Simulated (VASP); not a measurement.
YPd3, 4 atoms in the cell. The structure is cubic, space group Pm-3m (No. 221). Conventional cell: a = 4.071 Å, b = 4.071 Å, c = 4.071 Å, α = 90.00°, β = 90.00°, γ = 90.00°. Around Pd (site symmetry 4/mmm) lie 8 Pd at 2.88 Å and 4 Y at 2.88 Å. Around Y (site symmetry m-3m) lie 12 Pd at 2.88 Å. 

```yaml
Program: VASP 6.6.1
Task: single point
Functional: r2SCAN
Potentials_or_basis: VASP PAW PBE potentials, release 64 (Pd, Y_sv)
Cutoff: 520 eV
k_mesh: 8 × 8 × 8
Occupations: fermi-dirac, width 0.1 eV
Spin: no spin polarisation
Dipole_correction: no
Further_INCAR_settings: ALGO = Normal; EDIFF = 1e-07; NBANDS = 28
```

Potentials or basis: VASP PAW PBE potentials, release 64 (Pd, Y_sv).

Launch:

```console
$ cat potpaw_PBE.64/Pd/POTCAR potpaw_PBE.64/Y_sv/POTCAR > POTCAR
$ cp INCAR.step1 INCAR
$ mpirun -np 1 vasp_std > vasp.out
$ cp INCAR.step2 INCAR
$ mpirun -np 1 vasp_std > vasp.out
```

Hardware: 1 thread of Intel(R) Xeon(R) Platinum 8375C CPU @ 2.90GHz (Ice Lake), on a shared host.

Q: Estimate the wall time of this run.

A: Run time: 7.1 min on 1 thread of Intel(R) Xeon(R) Platinum 8375C CPU @ 2.90GHz (Ice Lake) (shared host), peak memory 0.22 GiB. Counts: scf iterations 17, k points 35.
